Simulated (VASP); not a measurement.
Given:

```
CELL_PARAMETERS angstrom
      0.00000     2.34874     2.34874
      2.34874     0.00000     2.34874
      2.34874     2.34874     0.00000
ATOMIC_POSITIONS crystal
  Zr 0.00000 0.00000 0.00000
  C  0.50000 0.50000 0.50000
```

All values below come from revTPSS meta-GGA, VASP's PBE PAW potentials (set 64) (plane waves; VASP 6.6.1). Numerical set-up: 520 eV cut-off, 15×15×15 Γ-centred mesh, tetrahedra with Blöchl corrections, potentials Zr_sv C.

Estimate the energy per atom (σ→0), band gap (over mesh and band path) with the smallest direct gap where there is one.

band gap (over mesh and band path): none (metal, semimetal or under 0.01 eV)
energy per atom (σ→0): -5.033 eV/atom

The compound is ZrC in the rock salt structure. It was relaxed first.
